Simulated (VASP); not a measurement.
OSZICAR of a VASP run on KZnF3 (cubic perovskite):

OSZICAR:
```
       N       E                     dE             d eps       ncg     rms          rms(c)
DAV:   1     0.450927189886E+03    0.45093E+03   -0.22861E+04  1000   0.203E+03
DAV:   2     0.133983102938E+02   -0.43753E+03   -0.42730E+03  1184   0.492E+02
DAV:   3    -0.217302480445E+02   -0.35129E+02   -0.35000E+02  1214   0.153E+02
DAV:   4    -0.225177372898E+02   -0.78749E+00   -0.78674E+00  1573   0.212E+01
DAV:   5    -0.225284730344E+02   -0.10736E-01   -0.10729E-01  1312   0.201E+00    0.118E+01
DAV:   6    -0.202380598419E+02    0.22904E+01   -0.85106E+00  1488   0.403E+01    0.730E+00
DAV:   7    -0.202987786319E+02   -0.60719E-01   -0.14577E+00  1034   0.848E+00    0.467E+00
DAV:   8    -0.203134041462E+02   -0.14626E-01   -0.55237E-01  1352   0.154E+01    0.159E+00
DAV:   9    -0.202810528712E+02    0.32351E-01   -0.84689E-02  1566   0.854E+00    0.679E-01
DAV:  10    -0.202768016433E+02    0.42512E-02   -0.96615E-02  1458   0.788E+00    0.325E-01
DAV:  11    -0.202762028954E+02    0.59875E-03   -0.15838E-02  1458   0.175E+00    0.938E-02
DAV:  12    -0.202762808366E+02   -0.77941E-04   -0.70749E-04  1082   0.197E-01    0.891E-02
DAV:  13    -0.202762807252E+02    0.11140E-06   -0.11009E-05  1686   0.352E-02    0.879E-02
DAV:  14    -0.202763438018E+02   -0.63077E-04   -0.72015E-04  1255   0.886E-01    0.927E-02
DAV:  15    -0.202766100198E+02   -0.26622E-03   -0.52879E-04  1372   0.398E-01    0.152E-01
DAV:  16    -0.202764140226E+02    0.19600E-03   -0.23589E-04  1135   0.118E-01    0.105E-01
DAV:  17    -0.202763487263E+02    0.65296E-04   -0.57667E-05  1241   0.188E-01    0.842E-02
DAV:  18    -0.202762916699E+02    0.57056E-04   -0.59970E-05  1361   0.939E-02    0.596E-02
DAV:  19    -0.202762561872E+02    0.35483E-04   -0.40419E-05  1312   0.116E-01    0.389E-02
DAV:  20    -0.202762407454E+02    0.15442E-04   -0.23880E-05  1346   0.670E-02    0.238E-02
DAV:  21    -0.202762344725E+02    0.62730E-05   -0.97298E-06  1347   0.456E-02    0.137E-02
DAV:  22    -0.202762315617E+02    0.29108E-05   -0.95903E-06  1314   0.431E-02    0.347E-03
DAV:  23    -0.202762315317E+02    0.29922E-07   -0.15399E-06  1409   0.956E-03    0.923E-04
DAV:  24    -0.202762315229E+02    0.88503E-08   -0.24448E-08   538   0.121E-03
   1 F= -.21056602E+02 E0= -.21056602E+02  d E =-.126627E-15
```

**Question.** Which electronic solver shows in the log?

**Answer.** It is blocked Davidson (ALGO = Normal, or the opening steps of other solvers). The INCAR had ALGO = Normal.

**Question.** Can the final energy be trusted as converged?

**Answer.** The calculation finished and met its thresholds. It stopped with EDIFF = 1E-7, NELM = 100 (PBE GGA with D3 dispersion (Becke-Johnson damping), plane waves, VASP's PBE PAW potentials (set 64)).

The compound is KZnF3 in the cubic perovskite structure. This cell is one point of a volume scan, at 0.97 of the reference volume.
